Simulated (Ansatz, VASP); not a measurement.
## Two plane-wave programs on Na2LuSi

Contents of INCAR:

```
SYSTEM = Na2LuSi
ALGO     = Normal         ! electronic algorithm
EDIFF    = 1E-6           ! SCF threshold, eV
ENCUT    = 520            ! plane-wave cutoff, eV
GGA      = PE             ! functional
ISIF     = 2              ! what is computed and relaxed
ISMEAR   = 0              ! smearing method
LASPH    = .True.         ! aspherical terms in the spheres
LCHARG   = .False.        ! write CHGCAR
LREAL    = .False.        ! projectors in reciprocal space
LWAVE    = .False.        ! write WAVECAR
NBANDS   = 30             ! bands
NELM     = 100            ! most SCF steps
PREC     = Accurate       ! precision mode
SIGMA    = 0.1            ! smearing width, eV
```

KPOINTS

```
k-points
0
Gamma
  4 4 4
  0 0 0
```

File POSCAR:

```
Na2LuSi
1.0
    3.8087926500      0.0000000000      0.0000000000
    0.0000000000      3.8087926500      0.0000000000
    0.0000000000      0.0000000000      5.2177234200
Na Lu Si
2 1 1
Direct
    0.0000000000      0.0000000000      0.5000000000
    0.5000000000      0.5000000000      0.0000000000
    0.0000000000      0.0000000000      0.0000000000
    0.5000000000      0.5000000000      0.5000000000
```

Input for Ansatz:

```yaml
crystal:
  lattice:
    - [3.80879265, 0.0, 0.0]
    - [0.0, 3.80879265, 0.0]
    - [0.0, 0.0, 5.21772342]
  atoms:
    - { symbol: Na, position: [0.0, 0.0, 0.5] }
    - { symbol: Na, position: [0.5, 0.5, 0.0] }
    - { symbol: Lu, position: [0.0, 0.0, 0.0] }
    - { symbol: Si, position: [0.5, 0.5, 0.5] }
basis:
  ecutwfc: 420
kpoints:
  mp_grid: { grid: [4, 4, 4] }
hamiltonian:
  xc: pbe
scf:
  occupations: { method: gaussian, width: 0.1 }
  lower_state_search: "off"
output:
  forces: true
  stress: true
  eigenvalues: true
```

Change from the starting cell: species swapped into the NaCeS2 type (P4/mmm, No. 123).

Alike in both runs: task single point; functional PBE; k mesh 4 × 4 × 4; occupations gaussian, width 0.1 eV; no spin polarisation.

|  | VASP | Ansatz |
| --- | --- | --- |
| version | VASP 6.6.1 | Ansatz 0.2.0 |
| potentials or method | VASP PAW PBE potentials, release 64 (Na_pv, Lu, Si) | scalar-relativistic, plane waves, PAW |
| plane-wave cutoff (eV) | 520 | 420 |
| valence electrons in the cell | 43 | 47 |

Ansatz gave:

```
gap on the k mesh at the Fermi level (eV)       : none
pressure (GPa)                                  : 17.3
largest component of the traceless stress (GPa) : 3.57
```

Task: Which values does VASP return?

Result: gap on the k mesh at the Fermi level (eV): none; pressure (GPa): 17.4; largest component of the traceless stress (GPa): 3.61.

A gap of «none» marks a metal or a gap that the smearing closes. The two sets of potentials don't hold the same shells in valence.

Caveats: the k mesh is coarse (spacing up to 0.41 Å⁻¹), so the values aren't converged; so large a pressure means that the cell lies far from this level's equilibrium, or that cutoff or potentials fall short (VASP). Spin-orbit coupling is left out, which matters for the levels of Lu.
